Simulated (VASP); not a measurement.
```
PbS
1.0
    0.00000     2.89914     2.89914
    2.89914     0.00000     2.89914
    2.89914     2.89914     0.00000
Pb S
1 1
Cartesian
  0.00000   0.00000   0.00000
  2.89914   2.89914   2.89914
```

Level of theory: AM05 GGA, VASP's PBE PAW potentials (set 64) (plane waves; VASP). Settings: 520 eV cut-off, 8×8×8 Γ-centred mesh, Gaussian smearing of 0.050 eV, potentials Pb_d S.

Unless said otherwise, spin-orbit coupling is left out, though it shifts the bands of the heavy elements here.

Task: What does the run give for the energy per atom (σ→0), pressure, band gap (on the k-mesh) with the smallest direct gap where there is one?

Result: 
| Quantity | Result |
|---|---|
| band gap (on the k-mesh) | 0.05 eV |
| smallest direct gap (on the k-mesh) | 0.05 eV |
| energy per atom (σ→0) | -4.433 eV/atom |
| pressure | 4.04 GPa |

Total energies compare only between runs with the same potentials, cut-off and functional.

The compound is PbS in the rock salt structure. This cell is one point of a volume scan, at 0.94 of the reference volume.
